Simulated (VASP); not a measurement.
Wanted: the native input for a VASP 6.6.1 run.

* Task: single point
* Functional: PBEsol
* Potentials or basis: VASP PAW PBE potentials, release 64 (W_sv, Sn_d)
* Cutoff: 520 eV
* k mesh: 8 × 8 × 8
* Occupations: gaussian, width 0.05 eV
* Spin: no spin polarisation
* Dipole correction: no
* Further INCAR settings: ALGO = Normal; EDIFF = 1e-07; NBANDS = 36

The structure of SnW3 lies in POSCAR:

```
SnW3
1.0
    4.0241622052      0.0000000000      0.0000000000
    0.0000000000      4.0241622052      0.0000000000
    0.0000000000      0.0000000000      4.0241622052
W Sn
3 1
Direct
    0.0000000000      0.5000000000      0.5000000000
    0.5000000000      0.5000000000      0.0000000000
    0.5000000000      0.0000000000      0.5000000000
    0.0000000000      0.0000000000      0.0000000000
```

The cell comes from a database or a generator and needn't be the stable form of this composition.

The input as run:

INCAR

```
SYSTEM = SnW3
PREC     = Accurate       ! precision mode
ENCUT    = 520            ! plane-wave cutoff, eV
EDIFF    = 1E-7           ! SCF threshold, eV
ISMEAR   = 0              ! smearing method
SIGMA    = 0.05           ! smearing width, eV
LREAL    = .False.        ! projectors in reciprocal space
LASPH    = .True.         ! aspherical terms in the spheres
NELM     = 100            ! most SCF steps
ALGO     = Normal         ! electronic algorithm
ISIF     = 2              ! what is computed and relaxed
LWAVE    = .False.        ! write WAVECAR
LCHARG   = .False.        ! write CHGCAR
GGA      = PS             ! functional
NBANDS   = 36             ! bands
```

KPOINTS

```
regular mesh
0
Gamma
  8 8 8
  0 0 0
```

Potentials or basis: VASP PAW PBE potentials, release 64 (W_sv, Sn_d).

The run is started by

```console
$ cat potpaw_PBE.64/W_sv/POTCAR potpaw_PBE.64/Sn_d/POTCAR > POTCAR
$ mpirun -np 1 vasp_std > vasp.out
```

Results of the run:

```
Pressure               : 5.7 GPa
Band gap on the k mesh : none (metal or under the smearing width)
```

Caveat: the PAW data sets were made with another functional, which shifts forces and pressure a little.

Run time: 41 s on 1 thread of Intel(R) Xeon(R) Platinum 8559C (Emerald Rapids), with other jobs on the host, peak memory 0.21 GiB.
